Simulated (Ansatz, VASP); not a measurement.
## Cross-check of Al2O3 (Corundum) between VASP and Ansatz

Aim: how closely do two programs agree when they are given the same cell, functional and k mesh? The cell is taken from a series of runs on this material, whose earlier steps may have relaxed, scaled, displaced or heated it; both programs get it as it stands.

Main program and level: Ansatz 0.2.0; plane waves, with VASP 6.6.1 beside it; relaxation of cell and atoms at r2SCAN.

### 1. The structure

It takes space group R-3c (No. 167, trigonal). The conventional cell has a = 4.758 Å, b = 4.758 Å, c = 12.993 Å, α = 90.00°, β = 90.00°, γ = 120.00°. Nearest to Al lie 6 O at 1.86 to 1.97 Å. Nearest to O lie 4 Al at 1.86 to 1.97 Å. Farther neighbours and most contacts between anions are not listed.

Structure file:

```cif
data_structure
_symmetry_space_group_name_H-M 'P 1'
_symmetry_Int_Tables_number 1
_cell_length_a 5.1286
_cell_length_b 5.1286
_cell_length_c 5.1285
_cell_angle_alpha 55.272
_cell_angle_beta 55.272
_cell_angle_gamma 55.272
_cell_volume 84.90
loop_
_atom_site_label
_atom_site_type_symbol
_atom_site_fract_x
_atom_site_fract_y
_atom_site_fract_z
_atom_site_occupancy
Al1 Al 0.35185 0.35185 0.35185 1
Al2 Al 0.14815 0.14815 0.14815 1
Al3 Al 0.64815 0.64815 0.64815 1
Al4 Al 0.85185 0.85185 0.85185 1
O5 O 0.55630 0.94370 0.25000 1
O6 O 0.25000 0.55630 0.94370 1
O7 O 0.94370 0.25000 0.55630 1
O8 O 0.44370 0.05630 0.75000 1
O9 O 0.75000 0.44370 0.05630 1
O10 O 0.05630 0.75000 0.44370 1
```

### 2. Ansatz: relaxation of cell and atoms, r2SCAN

Ansatz runs on its PAW soft_1 files.

The relaxed volume is the usual yardstick between codes: in a stiff, nearly cubic crystal its relative difference is about their pressure difference at one cell divided by the bulk modulus.

File input.yaml:

```yaml
crystal:
  lattice:
    - [2.3788975916, 1.3734571649, 4.3308758779]
    - [-2.3788975916, 1.3734571649, 4.3308758779]
    - [0.0, -2.7469143298, 4.3308758779]
  atoms:
    - { symbol: Al, position: [0.3518498455, 0.3518498455, 0.3518498455] }
    - { symbol: Al, position: [0.1481501545, 0.1481501545, 0.1481501545] }
    - { symbol: Al, position: [0.6481501545, 0.6481501545, 0.6481501545] }
    - { symbol: Al, position: [0.8518498455, 0.8518498455, 0.8518498455] }
    - { symbol: O, position: [0.5563010432, 0.9436989568, 0.25] }
    - { symbol: O, position: [0.25, 0.5563010432, 0.9436989568] }
    - { symbol: O, position: [0.9436989568, 0.25, 0.5563010432] }
    - { symbol: O, position: [0.4436989568, 0.0563010432, 0.75] }
    - { symbol: O, position: [0.75, 0.4436989568, 0.0563010432] }
    - { symbol: O, position: [0.0563010432, 0.75, 0.4436989568] }
kpoints:
  mp_grid: { grid: [6, 6, 6] }
hamiltonian:
  xc: r2scan
  pseudopotentials: { kind: paw, azcp: { folder: soft_1 } }
scf:
  occupations: { method: fixed }
  lower_state_search: "off"
output:
  forces: true
  stress: true
  eigenvalues: true
relax:
  adjacent_minimum: "off"
  f_tol: 0.001
  max_steps: 60
  cell: { stress_tol: 0.01 }
```

Launch:

```
$ ansatz run input.yaml --threads 18 --pin off --max-ram 92160MiB --backend cuda --events-out ev --progress --plain --runs-dir out --max-vram 78GiB
```

Numbers of over 12 decimals in the logs are rounded to 6 here.

Output:

```text
Engine: ansatz 0.2.0, aarch64-unknown-linux-gnu
Pseudopotentials: kind: paw
Pseudopotential: Al, paw, valence charge 3, recommended cutoff 500 eV (meta_gga), soft_1/Al.paw.azcp
Pseudopotential: O, paw, valence charge 6, recommended cutoff 500 eV (meta_gga), soft_1/O.paw.azcp
Functional definition: r2SCAN
  parameter k0 = 0.174
  parameter k1 = 0.065
  parameter a1 = 4.9479
  exchange = r2scan_x(k0 = k0, k1 = k1, a1 = a1)
  correlation = r2scan_c
[...]
Crystal: 10 atoms, lattice volume = 84.902 Å³
Basis set: ecut = 500 eV, 2169 PW (Γ), exchange–correlation on 160×160×160 points (64 copies of the dense FFT grid, shifted against one another)
Bands: 34, of which v1, the nominal top of the filled ones, is band 24 counted from 1 (23 counted from 0)
Symmetry: 12 space group operations
Space group: R-3c (ITA 167), of the structure as read, at distance tolerance 4.4e-5 Å
k-points: 32 of 216
Non-local potential: Al, projectors of the file, l = 0: 2, l = 1: 2, l = 2: 1
Non-local potential: O, projectors of the file, l = 0: 2, l = 1: 2, l = 2: 1
PAW form: soft (Blöchl's): semilocal exchange-correlation on the pseudo side does not see the compensation charge
PAW frozen core: Al, regenerated for the run's functional (the file was generated under x = pbe(κ = 0.804, μ = 0.219515), c = pbe(β = 0.066725))
PAW frozen core: O, regenerated for the run's functional (the file was generated under x = pbe(κ = 0.804, μ = 0.219515), c = pbe(β = 0.066725))
PAW one-centre angular grid: Al, 302 points (default); XC on 160 Gauss nodes
PAW one-centre angular grid: O, 302 points (default); XC on 160 Gauss nodes
Initial density: superposition of atomic densities (chi_scale 0.1, normalization cell, long waves kept (reshape's long-wave potential 0.00 eV rms))
Initial wavefunctions: pseudopotential atomic-orbital guess
[...]
Functional: x = r2scan, c = r2scan; τ floored in thin density (d = 2e-4 eV/Å³)
SCF iter   1: F=-5585.109313 eV  HF=-5592.522782 eV  |F-HF|=7.41e0  |Δ(HF+E_count)|=         —  Δρ=1.30e-1  dr2=1.38e1  dr2_τ=1.62e0  ethr=3.10e-3  ⟨swp⟩=5.1  Hψ=4329  notcnv=0  defer=213
preconditioner: auto → Resta (q_TF=auto, 2.481 Å⁻¹)  ε∞=3.0  [insulator: Δε(μ)=7.788 eV  Ē_g=19.818 eV  n_scr=20 (ndim 8)  ℏωp=27.9 eV  f_vac=0.000  ε∞_Penn≈3.0]
SCF iter   2: F=-5590.568631 eV  HF=-5590.390620 eV  |F-HF|=1.78e-1  |Δ(HF+E_count)|=    2.13e0  Δρ=4.54e-2  dr2=1.05e0  dr2_τ=2.60e-1  ethr=3.10e-3  ⟨swp⟩=3.0  Hψ=2499  notcnv=0  defer=244
[...]
SCF iter   7: F=-5590.662896 eV  HF=-5590.662896 eV  |F-HF|=1.51e-8  |Δ(HF+E_count)|=   4.95e-7  Δρ=6.00e-6  dr2=2.90e-8  dr2_τ=4.20e-9  ethr=2.08e-10  ⟨swp⟩=13.1  Hψ=7906  notcnv=0
SCF 1 converged in 7 iterations: F = -5590.662896 eV  dr2 = 2.90e-8
  greatest PAW one-centre occupation: 0.865 electrons in one spin orbital (limit 2), on the O atom at site 9 (counted from 0), in its partial waves of l = 0
relax step   1: F+E_penalty+E_count = -5590.66289556 eV  Δ(F+E_penalty+E_count) = +0.000e0 eV  max|allowed force component| = 2.663e-3 eV/Å  Δτ_max = 0.0000 Å  P = -0.010 GPa  Ω = 84.902 Å³  (7 SCF iters, dr2 threshold 1.00e-7 eV, accepted)
[...]
relax step   2: F+E_penalty+E_count = -5590.66289776 eV  Δ(F+E_penalty+E_count) = -2.202e-6 eV  max|allowed force component| = 2.994e-4 eV/Å  Δτ_max = 0.0001 Å  P = -0.007 GPa  Ω = 84.900 Å³  energy of the carried Pulay correction = +1.031e-6 eV  (4 SCF iters, dr2 threshold 1.24e-9 eV, accepted)
[...]
relax step   3: F+E_penalty+E_count = -5590.66289867 eV  Δ(F+E_penalty+E_count) = -9.048e-7 eV  max|allowed force component| = 1.070e-4 eV/Å  Δτ_max = 0.0000 Å  P = -0.003 GPa  Ω = 84.899 Å³  energy of the carried Pulay correction = +1.812e-6 eV  (3 SCF iters, dr2 threshold 3.19e-10 eV, accepted)
[...]
relax step   4: F+E_penalty+E_count = -5590.66289867 eV  Δ(F+E_penalty+E_count) = -3.274e-11 eV  max|allowed force component| = 1.029e-4 eV/Å  Δτ_max = 0.0000 Å  P = -0.003 GPa  Ω = 84.899 Å³  stress off target by 5.65e-3 GPa  SCF on the basis re-selected at this cell (its energy is not comparable with the rows above)  (4 SCF iters)
[...]
SCF converged after 4 iterations
Free energy (F): -5590.662899 eV
Harris-Foulkes:  -5590.662899 eV  (|F-HF|=0.00e0)
Internal energy: -5590.662899 eV  (E = F + TS)
E sigma→0 (E₀):  -5590.662899 eV
Fermi energy:    7.311270 eV
--- Per-component energies (eV) ---
  E_band       = 32.780033
  E_kinetic    = 1151.833192
  E_local      = -1969.946773  (includes V_loc(G=0)·N_el)
  E_nonlocal   = 345.027268
  E_hartree    = 754.103173
  E_xc         = -581.150527
  E_vxc        = -760.441696  (∫ρ·V_xc dr)
  E_paw        = -2891.842972  (= ΣΔE_a)
  E_vpaw       = -287.835853  (= ΣTr[D̂ρ^β])
  E_aug_tail   = 0.001627  (compensation charges beyond the density's cutoff)
  E_vtau       = 45.935935  (kinetic-family band-sum trace: ∫τ·v_τ [+ j·A + Jᵃ·Aᵃ] dr)
  E_ewald      = -2398.255807
  E_core_change = -0.432079  (= ΣΔE_core)
  E_smearing   = -0.000000  (= −TS)
  E_closure    = 0.000000  (closes the sum)
  Σ components = -5590.662899   (vs F -5590.662899, Δ=0.00e0)
--- Forces (eV/Å), atoms counted from 1 ---
  atom   1  Al    -0.00000000    -0.00000000     0.00010290
  atom   2  Al     0.00000000     0.00000000    -0.00010290
  atom   3  Al    -0.00000000     0.00000000    -0.00010290
  atom   4  Al    -0.00000000    -0.00000000     0.00010290
  atom   5  O      0.00003601     0.00000000     0.00000000
  atom   6  O     -0.00001800     0.00003118     0.00000000
  atom   7  O     -0.00001800    -0.00003118     0.00000000
  atom   8  O     -0.00003601     0.00000000    -0.00000000
  atom   9  O      0.00001800    -0.00003118    -0.00000000
  atom  10  O      0.00001800     0.00003118    -0.00000000
  max |Σ_I F_I| component: 4.92e-18 eV/Å
--- Stress (GPa, compression-positive) ---
       -0.002244       0.000000      -0.000000
        0.000000      -0.002244      -0.000000
       -0.000000      -0.000000      -0.005650
  P = ⅓ Tr σ = -0.0034 GPa (-0.034 kbar)
--- Band table (eV; the first three rows and the last of 32) ---
  k-point 0: bands = [... 20 lower, 6.7927, 7.2655, 7.2655, 7.3113, 14.4582, 17.4581, 19.2845, 19.9396, ... 6 higher]
  k-point 1: bands = [... 20 lower, 6.6016, 6.9571, 7.2233, 7.2554, 15.0861, 17.9755, 18.7822, 19.5227, ... 6 higher]
  k-point 2: bands = [... 20 lower, 6.4375, 6.7443, 7.0703, 7.1148, 16.4273, 18.2106, 18.4939, 18.9002, ... 6 higher]
  k-point 31: bands = [... 20 lower, 6.9191, 6.9191, 6.9191, 6.9191, 16.9496, 16.9496, 19.5187, 19.5187, ... 6 higher]
--- Relaxed structure (3 steps of the walk, 3 accepted, 1 SCFs on fresh bases) ---
  F+E_penalty+E_count = -5590.66289867 eV   max|allowed force component| = 1.029e-4 eV/Å   (the final SCF, on the basis selected at the relaxed cell)
  cell:  # Å, volume = 84.8991 Å³
    - [2.378889, 1.373452, 4.330760]
    - [-2.378889, 1.373452, 4.330760]
    - [0, -2.746905, 4.330760]
  atoms:
    - { symbol: Al, position: [0.351844, 0.351844, 0.351844] }
    - { symbol: Al, position: [0.148156, 0.148156, 0.148156] }
    - { symbol: Al, position: [0.648156, 0.648156, 0.648156] }
    - { symbol: Al, position: [0.851844, 0.851844, 0.851844] }
    - { symbol: O, position: [0.556325, 0.943675, 0.250000] }
    - { symbol: O, position: [0.250000, 0.556325, 0.943675] }
    - { symbol: O, position: [0.943675, 0.250000, 0.556325] }
    - { symbol: O, position: [0.443675, 0.056325, 0.750000] }
    - { symbol: O, position: [0.750000, 0.443675, 0.056325] }
    - { symbol: O, position: [0.056325, 0.750000, 0.443675] }
```

The column dr2 measures how far the density is from self-consistency, as an energy; F and HF (Harris–Foulkes) agree once it is small.

(Part 1 of 2 ends here.)

[Lines on the potential files, build, host, timing and source positions are cut from VASP's logs without a mark.]

[Logs are printed without paths, hosts, clocks, repeated set-up lines and the standing remarks that a program may print on its own settings, such as how far it seeks lower states.]

[Hosts, paths, dates, database ids (printed as entryN), source tags and the programs' standing remarks are cut or masked in the printed files.]
